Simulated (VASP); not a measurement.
Input of a VASP 6.6.1 run:

The input POSCAR:

```
Pt                                      
1.0
    0.0000000000      1.9837593700      1.9837593700
    1.9837593700      0.0000000000      1.9837593700
    1.9837593700      1.9837593700      0.0000000000
  Pt            
     1
Direct
     0.0000000000000000    0.0000000000000000    0.0000000000000000
```

The input INCAR.step1:

```
SYSTEM = Pt
PREC = Accurate
ENCUT = 520
EDIFF = 1E-7
ISMEAR = 0
SIGMA = 0.1
LREAL = .FALSE.
LASPH = .TRUE.
NELM = 120
ALGO = Fast
ISIF = 2
LWAVE = .FALSE.
LCHARG = .TRUE.
ISPIN = 2
MAGMOM = 1
LMAXMIX = 4
GGA = PE
NBANDS = 15
```

Contents of KPOINTS.step1:

```
regular mesh
0
G
  18 18 18
  0 0 0
```

INCAR.step2

```
SYSTEM = Pt
PREC = Accurate
ENCUT = 520
EDIFF = 1E-7
ISMEAR = -5
SIGMA = 0.1
LREAL = .FALSE.
LASPH = .TRUE.
NELM = 120
ALGO = Fast
ISIF = 2
LWAVE = .FALSE.
LCHARG = .FALSE.
ISPIN = 2
MAGMOM = 1
LORBIT = 11
LMAXMIX = 4
GGA = PE
NBANDS = 15
NEDOS = 2001
ICHARG = 11
```

Contents of KPOINTS.step2:

```
regular mesh
0
G
  27 27 27
  0 0 0
```

Potentials or basis: VASP PAW PBE potentials, release 64 (Pt).

The run is started by

```bash
$ cat potpaw_PBE.64/Pt/POTCAR > POTCAR
$ cp INCAR.step1 INCAR
$ cp KPOINTS.step1 KPOINTS
$ mpirun -np 1 vasp_std > vasp.out
$ cp INCAR.step2 INCAR
$ cp KPOINTS.step2 KPOINTS
$ mpirun -np 1 vasp_std > vasp.out
```

**Question.** What does it give for the net moment?

**Answer.** 0.00 μB per cell.

States per cell in windows of 0.5 eV (zero at the Fermi level; states under -8 eV left out):
```csv
from (eV),up,down,Pt1_d_up,Pt1_d_down,Pt1_p_up,Pt1_p_down,Pt1_s_up,Pt1_s_down
-8.0,0.04,0.04,0.00,0.00,0.00,0.00,0.02,0.02
-7.5,0.05,0.05,0.01,0.01,0.01,0.01,0.03,0.03
-7.0,0.16,0.16,0.07,0.07,0.01,0.01,0.05,0.05
-6.5,0.28,0.28,0.17,0.17,0.02,0.02,0.05,0.05
-6.0,0.37,0.37,0.28,0.28,0.02,0.02,0.04,0.04
-5.5,0.28,0.28,0.22,0.22,0.02,0.02,0.01,0.01
-5.0,0.32,0.32,0.26,0.26,0.03,0.03,0.00,0.00
-4.5,0.35,0.35,0.29,0.29,0.02,0.02,0.01,0.01
-4.0,0.45,0.45,0.37,0.37,0.03,0.03,0.01,0.01
-3.5,0.54,0.54,0.46,0.46,0.04,0.04,0.01,0.01
-3.0,0.35,0.35,0.29,0.29,0.03,0.03,0.01,0.01
-2.5,0.30,0.30,0.26,0.26,0.02,0.02,0.00,0.00
-2.0,0.40,0.40,0.35,0.35,0.02,0.02,0.01,0.01
-1.5,0.29,0.29,0.26,0.26,0.01,0.01,0.00,0.00
-1.0,0.31,0.31,0.29,0.29,0.01,0.01,0.00,0.00
-0.5,0.42,0.42,0.40,0.40,0.01,0.01,0.00,0.00
0.0,0.32,0.32,0.31,0.31,0.01,0.01,0.00,0.00
0.5,0.07,0.07,0.06,0.06,0.01,0.01,0.01,0.01
1.0,0.07,0.07,0.04,0.04,0.01,0.01,0.01,0.01
1.5,0.07,0.07,0.04,0.04,0.02,0.02,0.01,0.01
2.0,0.07,0.07,0.04,0.04,0.02,0.02,0.01,0.01
2.5,0.07,0.07,0.04,0.04,0.02,0.02,0.01,0.01
3.0,0.06,0.06,0.03,0.03,0.02,0.02,0.01,0.01
3.5,0.07,0.07,0.03,0.03,0.02,0.02,0.01,0.01
4.0,0.06,0.06,0.02,0.02,0.02,0.02,0.01,0.01
4.5,0.06,0.06,0.02,0.02,0.02,0.02,0.02,0.02
5.0,0.06,0.06,0.02,0.02,0.01,0.01,0.02,0.02
5.5,0.10,0.10,0.03,0.03,0.02,0.02,0.04,0.04
6.0,0.07,0.07,0.02,0.02,0.02,0.02,0.02,0.02
6.5,0.08,0.08,0.02,0.02,0.03,0.03,0.02,0.02
7.0,0.08,0.08,0.02,0.02,0.03,0.03,0.02,0.02
7.5,0.09,0.09,0.02,0.02,0.03,0.03,0.03,0.03
```

 Spin-orbit coupling is left out, which matters for the levels of Pt.
